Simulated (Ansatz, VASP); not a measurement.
# Sc: VASP beside Ansatz

One calculation is typed for both programs; each brings its own data sets. How far apart do they land? The cell is taken from a series of runs on this material, whose earlier steps may have relaxed, scaled, displaced or heated it; both programs get it as it stands.

Calculated with Ansatz 0.2.0; plane waves, with VASP 6.6.1 beside it; zone-centre phonons at LDA.

**1. Set-up**

The structure is hexagonal, space group P6_3/mmc (No. 194). Conventional cell: a = 3.263 Å, b = 3.263 Å, c = 4.953 Å, α = 90.00°, β = 90.00°, γ = 120.00°. Nearest to Sc lie 12 Sc at 3.11 to 3.26 Å.

**2. Ansatz: zone-centre phonons, LDA, pair 1**

Ansatz runs on its PAW soft_1 files.

Second derivatives magnify differences that forces hide, and they need a tight electronic threshold.

Contents of input.yaml:

```yaml
crystal:
  lattice:
    - [3.2627533752, 0.0, 0.0]
    - [-1.6313766876, 2.8256273092, 0.0]
    - [0.0, 0.0, 4.9530468447]
  atoms:
    - { symbol: Sc, position: [0.3333333333, 0.6666666667, 0.25] }
    - { symbol: Sc, position: [0.6666666667, 0.3333333333, 0.75] }
kpoints:
  mp_grid: { grid: [15, 15, 8] }
hamiltonian:
  xc: lda
  pseudopotentials: { kind: paw, azcp: { folder: soft_1 }, xc_functional: pbe }
scf:
  occupations: { method: methfessel_paxton, width: 0.2 }
output:
  eigenvalues: true
phonons:
  method: dfpt
```

Started as:

```bash
> ansatz run input.yaml --threads 4 --pin off --max-ram 10240MiB --backend cpu --events-out ev --progress --plain --runs-dir out
```

Numbers of over 12 decimals in the logs are rounded to 6 here.

Log:

```text
zone centre: on kpoints.mp_grid the ground state, and the responses unless they are solved on pairs of k-points, stand on 320 of the mesh's 1800 k-points, reduced under 4 symmetry operations, with k and −k counted as one. Each operation leaves every solved displacement unchanged or reverses it
Engine: ansatz 0.2.0, x86_64-unknown-linux-gnu
Pseudopotentials: kind: paw
Pseudopotential: Sc, paw, valence charge 11, recommended cutoff 420 eV (normal), soft_1/Sc.paw.azcp
Functional definition: SPW92
  exchange = slater_x
  correlation = pw_c
Crystal: 2 atoms, lattice volume = 45.664 Å³
Basis set: ecut = 420 eV, 905 PW (Γ), exchange–correlation on 48×48×72 points (8 copies of the dense FFT grid, shifted against one another)
Bands: 15, of which v1, the nominal top of the filled ones, is band 11 counted from 1 (10 counted from 0)
Symmetry: 24 space group operations
k-points: 320 of 1800 (irreducible under 4 space group operations, time reversal used)
Non-local potential: Sc, projectors of the file, l = 0: 3, l = 1: 2, l = 2: 3, l = 3: 1
PAW form: soft (Blöchl's): semilocal exchange-correlation on the pseudo side does not see the compensation charge
PAW frozen core: Sc, regenerated for the run's functional, and the local potential with it (the file was generated under x = pbe(κ = 0.804, μ = 0.219515), c = pbe(β = 0.066725))
PAW one-centre angular grid: Sc, 590 points (default); XC on 64 Gauss nodes
Initial density: superposition of atomic densities (chi_scale 0.1, normalization cell)
Initial wavefunctions: pseudopotential atomic-orbital guess
Functional: x = slater, c = lda
SCF iter   1: F=—  HF=-4178.145665 eV  |F-HF|=—  |Δ(HF+E_count)|=         —  Δρ=2.41e-2  dr2=3.20e-1  ethr=3.10e-3  ⟨swp⟩=3.1  Hψ=17535  notcnv=0
preconditioner: auto → none  [metal: Δε(μ)=0.007 eV  Ē_g=2.724 eV  σ=0.200 eV  W_gap=0.03  n_scr=8 (ndim 8)  ℏωp=13.5 eV  f_vac=0.000  D(μ)=3.69/eV (n_scr^D=36)  sad-step TF]
SCF iter   2: F=—  HF=-4178.062121 eV  |F-HF|=—  |Δ(HF+E_count)|=   8.35e-2  S|Δr|=    0.00e0  Δρ=1.33e-2  dr2=1.07e-1  ethr=1.45e-3  ⟨swp⟩=2.0  Hψ=8374  notcnv=0  defer=3
SCF iter   3: F=—  HF=-4178.024252 eV  |F-HF|=—  |Δ(HF+E_count)|=   3.79e-2  S|Δr|=    0.00e0  Δρ=9.21e-4  dr2=2.51e-4  ethr=4.86e-4  ⟨swp⟩=3.0  Hψ=9159  notcnv=0  defer=3
SCF iter   4: F=—  HF=-4178.024496 eV  |F-HF|=—  |Δ(HF+E_count)|=   2.43e-4  S|Δr|=    0.00e0  Δρ=7.54e-5  dr2=2.01e-6  ethr=1.14e-6  ⟨swp⟩=2.2  Hψ=6767  notcnv=0  defer=3
SCF iter   5: F=—  HF=-4178.024498 eV  |F-HF|=—  |Δ(HF+E_count)|=   2.06e-6  S|Δr|=    0.00e0  Δρ=1.52e-5  dr2=9.01e-8  ethr=9.12e-9  ⟨swp⟩=2.0  Hψ=5798  notcnv=0  defer=3
SCF iter   6: F=—  HF=-4178.024498 eV  |F-HF|=—  |Δ(HF+E_count)|=   3.34e-8  S|Δr|=    0.00e0  Δρ=1.75e-6  dr2=7.99e-10  ethr=4.10e-10  ⟨swp⟩=2.9  Hψ=8519  notcnv=0  defer=3
SCF iter   7: F=—  HF=-4178.024498 eV  |F-HF|=—  |Δ(HF+E_count)|=  6.73e-11  S|Δr|=    0.00e0  Δρ=5.17e-7  dr2=1.09e-10  ethr=3.63e-12  ⟨swp⟩=2.0  Hψ=8432  notcnv=0  defer=3
SCF iter   8: F=-4178.024498 eV  HF=-4178.024498 eV  |F-HF|=5.46e-12  |Δ(HF+E_count)|=  3.27e-11  S|Δr|=    0.00e0  Δρ=1.26e-7  dr2=5.99e-12  ethr=1.00e-12  ⟨swp⟩=3.1  Hψ=19061  notcnv=0
the search or the solves at the SCF's close seem to have found levels that the self-consistency loop had missed (the run counts 4). By its estimate they hold under 1e-12 electrons; where the run keeps them, the occupations were computed again with them
SCF 1 converged in 8 iterations: F = -4178.024498 eV  dr2 = 5.99e-12
  greatest PAW one-centre occupation: 0.998 electrons in one spin orbital (limit 2), on the Sc atom at site 1 (counted from 0), in its partial waves of l = 0
DFPT response loops at Γ: preconditioner auto → Kerker (q_TF=auto, 2.416 Å⁻¹) (partly filled bands, converged f_vac=0.000); β = 1.00, the filter's whole step (`scf.mixing.beta` (0.50) is not read by the response loops under this deck's `scf.mixing.preconditioner`; to damp them name `kerker` or `kerker_dos`, under which they read `scf.mixing.beta`, and type it under 1.00, their step now; both keys bind the ground state too); Broyden in place of MSR1
SCF converged after 8 iterations
Stability not checked: this state was not tested for a lower state beside it, because cold or Methfessel-Paxton smearing, or corrected tetrahedra, fill the levels in a way that the test cannot read (fill_not_monotonic; see scf.lower_state_search)
Free energy (F): -4178.024498 eV
Harris-Foulkes:  -4178.024498 eV  (|F-HF|=5.46e-12)
Internal energy: -4178.022396 eV  (E = F + TS)
E sigma→0 (E₀):  -4178.023972 eV
Entropy (-TS):   -0.002102 eV (-1.051 meV/atom)
Fermi energy:    9.721339 eV
Step filling:    the computed levels leave a gap of 0.0000 eV = 0.0 smearing widths at the electron count; against every level under it full and every level over it empty, smearing changes F+E_penalty+E_count by +0.829 meV and its σ→0 estimate by +1.355 meV
--- Per-component energies (eV) ---
  E_band       = -319.474592
  E_kinetic    = 415.199215
  E_local      = -1640.027418  (includes V_loc(G=0)·N_el)
  E_nonlocal   = 293.484115
  E_hartree    = 584.686716
  E_xc         = -169.395439
  E_vxc        = -209.494151  (∫ρ·V_xc dr)
  E_paw        = -1890.019140  (= ΣΔE_a)
  E_vpaw       = -348.009959  (= ΣTr[D̂ρ^β])
  E_aug_tail   = 0.000056  (compensation charges beyond the density's cutoff)
  E_ewald      = -1772.560347
  E_core_change = 0.609846  (= ΣΔE_core)
  E_smearing   = -0.002102  (= −TS)
  E_closure    = -0.000000  (closes the sum)
  Σ components = -4178.024498   (vs F -4178.024498, Δ=0.00e0)
--- Band table (eV; the first three rows and the last of 320) ---
  k-point 0: bands = [... 7 lower, -17.5893, 4.5271, 8.0125, 10.8238, 11.3231, 11.3231, 11.7952, 11.8623]
  k-point 1: bands = [... 7 lower, -17.6136, 4.6452, 7.9091, 10.7017, 11.2431, 11.2431, 11.7139, 11.7763]
  k-point 2: bands = [... 7 lower, -17.6581, 4.9900, 7.5517, 10.5376, 11.1381, 11.1381, 11.4865, 11.5754]
  k-point 319: bands = [... 7 lower, -17.6982, 8.3462, 8.3462, 9.8853, 9.8853, 10.5112, 10.5112, 12.0554]
--- Phonons (Γ-DFPT): 2 representative perturbations + reference, on 320 of 1800 k-points (Σ response iterations 6) ---
  k mesh reduced under 4 symmetry operations, with k and −k counted as one. Each operation leaves every solved displacement unchanged or reverses it
  ASR residual: 8.435e-5 → 0.000e0 eV/Å²; symmetrization residual: 5.738e-13 eV/Å²
  ASR residual per site (eV/Å²): 8.44e-5 8.44e-5
  Γ frequencies (cm⁻¹): 0.00 0.00 0.00 139.82 139.82 243.94
  non-analytic LO–TO correction: not included (Born effective charges unavailable; polar crystals: no LO–TO splitting at Γ)
```

In the SCF lines HF is the Harris–Foulkes energy and dr2 the Hartree energy of the density residual, in eV; the loop may stop once dr2 is under the threshold and the program's other checks hold. Hψ counts applications of the Hamiltonian.

**3. VASP: zone-centre phonons, LDA, pair 1**

The same cell, functional (in two slightly different forms), mesh and smearing now go to VASP, with its own data sets.

Lines of VASP's logs that name or quote its potential files are left out, and so is its time.

Contents of INCAR:

```
SYSTEM = Sc
PREC = Accurate
ENCUT = 500
EDIFF = 1E-08
NELM = 120
ISMEAR = 1
SIGMA = 0.2
LREAL = .FALSE.
ALGO = Normal
GGA = CA
NBANDS = 17
LASPH = .TRUE.
LORBIT = 11
LWAVE = .FALSE.
LCHARG = .FALSE.
ISIF = 2
IBRION = 8
GGA_COMPAT = .FALSE.
KPAR = 2
```

Contents of POSCAR:

```
Sc
1.0
    3.2627533752      0.0000000000      0.0000000000
   -1.6313766876      2.8256273092      0.0000000000
    0.0000000000      0.0000000000      4.9530468447
Sc
2
Direct
    0.3333333333      0.6666666667      0.2500000000
    0.6666666667      0.3333333333      0.7500000000
```

Contents of KPOINTS:

```
Automatic mesh
0
Gamma
15 15 8
0 0 0
```

The projector-augmented-wave data sets are Sc_sv (LDA family, release 64).

Started as:

```bash
> mpirun -np 2 vasp_std
```

Log:

```text
[banner, memory and clock lines left out]
running    2 mpi-ranks, on    1 nodes
 distrk:  each k-point on    1 cores,    2 groups
 distr:  one band on    1 cores,    1 groups

 POSCAR found type information on POSCAR Sc
 POSCAR found :  1 types and       2 ions
 LDA part: xc-table for (Slater(with rela. corr.)+CA(PZ))
 , standard interpolation
 POSCAR, INCAR and KPOINTS ok, starting setup
 FFT: planning ... GRIDC
 FFT: planning ... GRID_SOFT
 FFT: planning ... GRID
 WAVECAR not read
 entering main loop
       N       E                     dE             d eps       ncg     rms          rms(c)
DAV:   1     0.365522712890E+03    0.36552E+03   -0.10713E+04  4598   0.139E+03
DAV:   2     0.595529729947E+01   -0.35957E+03   -0.35261E+03  6102   0.591E+02
DAV:   3    -0.144595998271E+02   -0.20415E+02   -0.19701E+02  7733   0.179E+02
DAV:   4    -0.147518403414E+02   -0.29224E+00   -0.28971E+00  6631   0.203E+01
DAV:   5    -0.147570088600E+02   -0.51685E-02   -0.51638E-02  7919   0.271E+00    0.821E+00
DAV:   6    -0.136192189136E+02    0.11378E+01   -0.25562E+00  6001   0.197E+01    0.246E+00
DAV:   7    -0.134602542911E+02    0.15896E+00   -0.61416E-01  6218   0.870E+00    0.749E-01
DAV:   8    -0.134466445709E+02    0.13610E-01   -0.26308E-02  6620   0.233E+00    0.216E-01
DAV:   9    -0.134457915825E+02    0.85299E-03   -0.53006E-03  6545   0.825E-01    0.202E-02
DAV:  10    -0.134458144498E+02   -0.22867E-04   -0.88225E-05  7226   0.141E-01    0.427E-03
DAV:  11    -0.134458151292E+02   -0.67940E-06   -0.17396E-06  7322   0.150E-02    0.115E-03
DAV:  12    -0.134458151209E+02    0.82991E-08   -0.17778E-07  7108   0.508E-03    0.640E-04
DAV:  13    -0.134458151079E+02    0.13080E-07   -0.12339E-08  4345   0.108E-03    0.919E-05
DAV:  14    -0.134458151075E+02    0.36380E-09   -0.14662E-09  3822   0.790E-04
   1 F= -.13445815E+02 E0= -.13445148E+02  d E =-.200176E-02
 Linear response reoptimize wavefunctions to high precision
DAV:   1    -0.134458151076E+02   -0.85038E-10   -0.60636E-10  4172   0.476E-04
 Linear response DOF=           2
 Linear response progress:
  Degree of freedom:   1/  2
       N       E                     dE             d eps       ncg     rms          rms(c)
RMM:   1    -0.724932057750E+00   -0.72493E+00   -0.10053E+02 19350   0.294E+02
RMM:   2    -0.725134770960E+00   -0.20271E-03   -0.19220E-01 31278   0.531E+00    0.108E-01
RMM:   3    -0.726037390465E+00   -0.90262E-03   -0.85876E-03 33152   0.102E+00    0.398E-02
RMM:   4    -0.725171332710E+00    0.86606E-03   -0.12143E-03 40569   0.285E-01    0.193E-02
RMM:   5    -0.724938070149E+00    0.23326E-03   -0.11313E-04 40276   0.953E-02    0.843E-03
RMM:   6    -0.724948209842E+00   -0.10140E-04   -0.17883E-05 37479   0.378E-02    0.568E-03
RMM:   7    -0.724985071035E+00   -0.36861E-04   -0.64896E-06 40170   0.226E-02    0.314E-03
RMM:   8    -0.725070463194E+00   -0.85392E-04   -0.29306E-06 37970   0.146E-02    0.291E-04
RMM:   9    -0.725067849951E+00    0.26132E-05   -0.18958E-06 40424   0.123E-02    0.113E-04
RMM:  10    -0.725066954288E+00    0.89566E-06   -0.22086E-06 37799   0.121E-02    0.578E-05
RMM:  11    -0.725066844108E+00    0.11018E-06   -0.28012E-06 40107   0.116E-02    0.327E-05
RMM:  12    -0.725067683093E+00   -0.83898E-06   -0.29239E-06 39689   0.117E-02    0.245E-05
RMM:  13    -0.725067750581E+00   -0.67488E-07   -0.26915E-06 41491   0.115E-02    0.710E-06
RMM:  14    -0.725067890810E+00   -0.14023E-06   -0.25055E-06 41346   0.116E-02    0.706E-06
[...]
RMM:  20    -0.725067865071E+00    0.56705E-09   -0.14932E-06 46101   0.116E-02    0.131E-06
RMM:  21    -0.725067862039E+00    0.30320E-08   -0.13820E-06 46612   0.116E-02    0.145E-06
RMM:  22    -0.725067860858E+00    0.11806E-08   -0.14238E-06 47118   0.116E-02    0.192E-06
RMM:  23    -0.725067857213E+00    0.36451E-08   -0.13777E-06 47546   0.116E-02    0.212E-06
RMM:  24    -0.725067856618E+00    0.59497E-09   -0.13472E-06 48101   0.116E-02    0.242E-06
RMM:  25    -0.725067854898E+00    0.17206E-08   -0.13287E-06 48379   0.116E-02    0.246E-06
RMM:  26    -0.725067856465E+00   -0.15676E-08   -0.12874E-06 48932   0.116E-02    0.263E-06
RMM:  27    -0.725067856618E+00   -0.15308E-09   -0.12818E-06 49138   0.116E-02    0.258E-06
 first order change of Fermi-energy   0.17084E-04
 force on displaced ion       1 direction 1 :  -1.627   0.001   0.000
 Linear response progress:
  Degree of freedom:   2/  2
       N       E                     dE             d eps       ncg     rms          rms(c)
RMM:   1    -0.788003827070E+00   -0.78800E+00   -0.10146E+02  6609   0.297E+02
RMM:   2    -0.789553075560E+00   -0.15492E-02   -0.20331E-01 10629   0.535E+00    0.131E-01
RMM:   3    -0.791517650209E+00   -0.19646E-02   -0.78362E-03 11136   0.985E-01    0.461E-02
RMM:   4    -0.790549041827E+00    0.96861E-03   -0.13052E-03 13373   0.293E-01    0.168E-02
RMM:   5    -0.790341293886E+00    0.20775E-03   -0.11554E-04 13309   0.829E-02    0.116E-02
RMM:   6    -0.790277074335E+00    0.64220E-04   -0.23353E-05 12162   0.395E-02    0.562E-03
RMM:   7    -0.790269311090E+00    0.77632E-05   -0.16520E-05 14117   0.235E-02    0.266E-03
RMM:   8    -0.790298054414E+00   -0.28743E-04   -0.74911E-06 12398   0.185E-02    0.571E-04
RMM:   9    -0.790305061861E+00   -0.70074E-05   -0.54322E-06 13922   0.131E-02    0.286E-04
RMM:  10    -0.790312712002E+00   -0.76501E-05   -0.40638E-06 12622   0.130E-02    0.956E-05
RMM:  11    -0.790314758094E+00   -0.20461E-05   -0.30887E-06 13689   0.126E-02    0.418E-05
RMM:  12    -0.790314996013E+00   -0.23792E-06   -0.25725E-06 13238   0.128E-02    0.127E-05
RMM:  13    -0.790315124403E+00   -0.12839E-06   -0.25420E-06 14186   0.127E-02    0.733E-06
RMM:  14    -0.790315086387E+00    0.38016E-07   -0.22812E-06 13927   0.129E-02    0.346E-06
RMM:  15    -0.790315053385E+00    0.33002E-07   -0.21657E-06 14633   0.128E-02    0.261E-06
RMM:  16    -0.790315071143E+00   -0.17758E-07   -0.21156E-06 14527   0.129E-02    0.182E-06
RMM:  17    -0.790315062702E+00    0.84402E-08   -0.19759E-06 15095   0.129E-02    0.105E-06
RMM:  18    -0.790315073242E+00   -0.10540E-07   -0.18924E-06 15059   0.129E-02    0.101E-06
RMM:  19    -0.790315062816E+00    0.10426E-07   -0.18330E-06 15530   0.129E-02    0.858E-07
RMM:  20    -0.790315073936E+00   -0.11120E-07   -0.18887E-06 15463   0.130E-02    0.849E-07
RMM:  21    -0.790315064931E+00    0.90051E-08   -0.18579E-06 15840   0.130E-02    0.847E-07
 first order change of Fermi-energy   0.77436E-04
 force on displaced ion       1 direction 3 :  -0.000  -0.000  -4.942
 Linear response finished
```

OUTCAR, selected parts (step 3):

```text
ion  position               nearest neighbor table
   1  0.333  0.667  0.250-   2 3.11   2 3.11   2 3.11   2 3.11   2 3.11   2 3.11
   2  0.667  0.333  0.750-   1 3.11   1 3.11   1 3.11   1 3.11   1 3.11   1 3.11

  LATTYP: Found a hexagonal cell.
 ALAT       =     3.2627533752
 C/A-ratio  =     1.5180573813

 Subroutine GETGRP returns: Found 24 space group operations
 (whereof 12 operations were pure point group operations)

The static configuration has the point symmetry D_3d.
 The point group associated with its full space group is D_6h.

 Found    135 irreducible k-points:

   k-points           NKPTS =    135   k-points in BZ     NKDIM =    135   number of bands    NBANDS=     17

   dimension x,y,z NGX =    24 NGY =   24 NGZ =   36
   dimension x,y,z NGXF=    48 NGYF=   48 NGZF=   72

   ENCUT  =  500.0 eV  36.75 Ry    6.06 a.u.   5.95  5.95  9.03*2*pi/ulx,y,z

   NELECT =      22.0000    total number of electrons

 k-points in reciprocal lattice and weights: Automatic mesh
   0.00000000  0.00000000  0.00000000       0.001
   0.06666667  0.00000000  0.00000000       0.003
   0.13333333  0.00000000  0.00000000       0.003
   0.20000000  0.00000000  0.00000000       0.003
   0.26666667  0.00000000  0.00000000       0.003
   0.33333333  0.00000000  0.00000000       0.003
   0.40000000  0.00000000  0.00000000       0.003
   0.46666667  0.00000000  0.00000000       0.003
   0.06666667  0.06666667  0.00000000       0.003
[...]
0.33333333  0.26666667  0.50000000       0.007
   0.33333333  0.33333333  0.50000000       0.001

 average (electrostatic) potential at core
       1 -46.5507       2 -46.5507

  Total       -0.3531354     -0.3531354      0.0232489      0.0000000      0.0000000     -0.0000000
  in kB      -12.3902568    -12.3902568      0.8157212      0.0000000      0.0000000     -0.0000000
  external PRESSURE =      -7.9882641 kB  Pullay stress =       0.0000000 kB

  energy-cutoff  :      500.00
  volume of cell :       45.66
      direct lattice vectors                 reciprocal lattice vectors
     3.262753375  0.000000000  0.000000000     0.306489607  0.176951857  0.000000000
    -1.631376688  2.825627309  0.000000000     0.000000000  0.353903714  0.000000000
     0.000000000  0.000000000  4.953046845     0.000000000  0.000000000  0.201895930

 POSITION                                       TOTAL-FORCE (eV/Angst)
 -----------------------------------------------------------------------------------
     -0.00000      1.88375      1.23826         0.000000      0.000000      0.000000
      1.63138      0.94188      3.71479        -0.000000      0.000000      0.000000
 -----------------------------------------------------------------------------------
    total drift:                                0.000000     -0.000000      0.000000

 Eigenvectors and eigenvalues of the dynamical matrix
 ----------------------------------------------------

   1 f  =    7.330507 THz    46.058933 2PiTHz  244.519389 cm-1    30.316527 meV
             X         Y         Z           dx          dy          dz
     -0.000000  1.883752  1.238262     0.000000    0.000000   -0.707107
      1.631377  0.941876  3.714785     0.000000    0.000000    0.707107

   2 f  =    4.205743 THz    26.425461 2PiTHz  140.288477 cm-1    17.393547 meV
             X         Y         Z           dx          dy          dz
     -0.000000  1.883752  1.238262     0.707107   -0.000000    0.000000
      1.631377  0.941876  3.714785    -0.707107    0.000000    0.000000

   3 f  =    4.205743 THz    26.425461 2PiTHz  140.288477 cm-1    17.393547 meV
             X         Y         Z           dx          dy          dz
     -0.000000  1.883752  1.238262     0.000000    0.707107    0.000000
      1.631377  0.941876  3.714785    -0.000000   -0.707107    0.000000

   4 f  =    0.000000 THz     0.000000 2PiTHz    0.000000 cm-1     0.000000 meV
             X         Y         Z           dx          dy          dz
     -0.000000  1.883752  1.238262     0.000000    0.000000    0.707107
      1.631377  0.941876  3.714785     0.000000    0.000000    0.707107

   5 f/i=    0.000000 THz     0.000000 2PiTHz    0.000001 cm-1     0.000000 meV
             X         Y         Z           dx          dy          dz
     -0.000000  1.883752  1.238262    -0.595912   -0.380642    0.000000
      1.631377  0.941876  3.714785    -0.595912   -0.380642    0.000000

   6 f/i=    0.000000 THz     0.000000 2PiTHz    0.000002 cm-1     0.000000 meV
             X         Y         Z           dx          dy          dz
     -0.000000  1.883752  1.238262     0.380642   -0.595912    0.000000
      1.631377  0.941876  3.714785     0.380642   -0.595912    0.000000

 ELASTIC MODULI CONTR FROM IONIC RELAXATION (kBar)
 Direction    XX          YY          ZZ          XY          YZ          ZX
 --------------------------------------------------------------------------------
 XX         -75.5501     75.5501     -0.0000      0.0000     -0.0000      0.0000
 YY          75.5501    -75.5501      0.0000      0.0000      0.0000     -0.0000
 ZZ          -0.0000      0.0000     -0.0000      0.0000     -0.0000      0.0000
 XY           0.0000      0.0000      0.0000    -75.5501      0.0000      0.0000
 YZ          -0.0000      0.0000     -0.0000      0.0000     -0.0000      0.0000
 ZX           0.0000     -0.0000      0.0000      0.0000      0.0000     -0.0000
 --------------------------------------------------------------------------------
```

**4. Differences**

Known differences besides the potentials themselves: the two LDA forms differ slightly; the cutoff is 420 eV in Ansatz and 500 eV in VASP; VASP's log shows a relativistic correction to its local exchange, Ansatz's none. Total energies have different zeros and are not compared.

The two programs side by side:

```tsv
quantity	Ansatz	VASP	difference
optical mode 1 to 2 (cm⁻¹)	139.8	140.3	-0.33 %
optical mode 3 (cm⁻¹)	243.9	244.5	-0.24 %
```

Modes are paired by rising frequency, not by their patterns, so a pair may set unlike modes beside each other; they are those without the splitting of longitudinal modes.

[end of part 1 of 2]

[Lines on the potential files, build, host, timing and source positions are cut from VASP's logs without a mark.]

[Logs are printed without paths, hosts, clocks, repeated set-up lines and the standing remarks that a program may print on its own settings, such as how far it seeks lower states.]

[Hosts, paths, dates, database ids (printed as entryN), source tags and the programs' standing remarks are cut or masked in the printed files.]
